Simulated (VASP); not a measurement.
OSZICAR of a VASP run on Sr (fcc):

OSZICAR:
```
       N       E                     dE             d eps       ncg     rms          rms(c)
DAV:   1     0.797624585529E+02    0.79762E+02   -0.63029E+03  1298   0.551E+03
DAV:   2     0.272046834258E+02   -0.52558E+02   -0.51661E+02  1021   0.242E+02
DAV:   3     0.232292967292E+02   -0.39754E+01   -0.39452E+01  1553   0.789E+01
DAV:   4     0.231748868040E+02   -0.54410E-01   -0.54343E-01  1453   0.101E+01
DAV:   5     0.231737743591E+02   -0.11124E-02   -0.11119E-02  1470   0.122E+00    0.952E+01
DAV:   6     0.801660041386E+01   -0.15157E+02   -0.42541E+01   984   0.801E+01    0.239E+01
DAV:   7     0.795743449549E+01   -0.59166E-01   -0.14500E+00  1357   0.116E+01    0.199E+01
DAV:   8     0.797157784806E+01    0.14143E-01   -0.34860E-02  1112   0.189E+00    0.140E+01
DAV:   9     0.806025244007E+01    0.88675E-01   -0.55534E-01   850   0.108E+01    0.228E+00
DAV:  10     0.796969869700E+01   -0.90554E-01   -0.73828E-01   846   0.156E+01    0.188E+00
DAV:  11     0.803851089869E+01    0.68812E-01   -0.10746E+00   846   0.195E+01    0.224E+00
DAV:  12     0.789001354105E+01   -0.14850E+00   -0.65991E-01   846   0.127E+01    0.211E+00
DAV:  13     0.804099592010E+01    0.15098E+00   -0.14428E+00   846   0.242E+01    0.240E+00
DAV:  14     0.795795104611E+01   -0.83045E-01   -0.70113E-01   846   0.115E+01    0.243E+00
DAV:  15     0.800144385086E+01    0.43493E-01   -0.18238E-01   846   0.755E+00    0.254E+00
DAV:  16     0.793064926511E+01   -0.70795E-01   -0.35850E-01   846   0.961E+00    0.243E+00
DAV:  17     0.795152040707E+01    0.20871E-01   -0.29117E-01   846   0.889E+00    0.994E-01
DAV:  18     0.794465719624E+01   -0.68632E-02   -0.20415E-01   846   0.675E+00    0.627E-01
DAV:  19     0.793236878572E+01   -0.12288E-01   -0.84062E-02   854   0.404E+00    0.193E+00
DAV:  20     0.794435187900E+01    0.11983E-01   -0.84920E-02   846   0.405E+00    0.151E+00
DAV:  21     0.797214234835E+01    0.27790E-01   -0.55339E-02   856   0.293E+00    0.425E-01
DAV:  22     0.797090819375E+01   -0.12342E-02   -0.23804E-03  1055   0.556E-01    0.434E-01
DAV:  23     0.799814552298E+01    0.27237E-01   -0.87307E-02   847   0.519E+00    0.154E-01
DAV:  24     0.797134333018E+01   -0.26802E-01   -0.63561E-02   848   0.380E+00    0.123E-01
DAV:  25     0.797102989928E+01   -0.31343E-03   -0.22865E-04   952   0.192E-01    0.704E-02
DAV:  26     0.797188204645E+01    0.85215E-03   -0.21397E-04   864   0.195E-01    0.200E-01
DAV:  27     0.796912311557E+01   -0.27589E-02   -0.67738E-04   858   0.348E-01    0.232E-01
DAV:  28     0.796950565003E+01    0.38253E-03   -0.86716E-05   884   0.124E-01    0.198E-01
DAV:  29     0.796897989426E+01   -0.52576E-03   -0.73446E-05   858   0.112E-01    0.185E-01
DAV:  30     0.796914146944E+01    0.16158E-03   -0.18529E-05   876   0.589E-02    0.172E-01
DAV:  31     0.796895847359E+01   -0.18300E-03   -0.13389E-05   860   0.485E-02    0.148E-01
DAV:  32     0.796901553978E+01    0.57066E-04   -0.71775E-06   882   0.327E-02    0.123E-01
DAV:  33     0.796893173207E+01   -0.83808E-04   -0.93353E-06   868   0.372E-02    0.838E-02
DAV:  34     0.796884953598E+01   -0.82196E-04   -0.11803E-05   858   0.411E-02    0.431E-02
DAV:  35     0.796882579740E+01   -0.23739E-04   -0.50350E-06   945   0.264E-02    0.151E-02
DAV:  36     0.796882171468E+01   -0.40827E-05   -0.13379E-06   874   0.132E-02    0.427E-03
DAV:  37     0.796882161431E+01   -0.10038E-06   -0.46322E-07   797   0.792E-03
   1 F= 0.79688216E+01 E0= 0.79695875E+01  d E =0.796882E+01
```

Question: Which electronic solver shows in the log?

Answer: It is blocked Davidson (ALGO = Normal, or the opening steps of other solvers). The INCAR had ALGO = Normal.

Question: Can the final energy be trusted as converged?

Answer: The run converged. It stopped with EDIFF = 1E-6, NELM = 100, NSW = 60 and EDIFFG = -0.01 after 1 ionic step (revTPSS meta-GGA, plane waves, VASP's PBE PAW potentials (set 64)).

The compound is Sr in the fcc structure. It was relaxed first. The start is the result of an earlier pass.
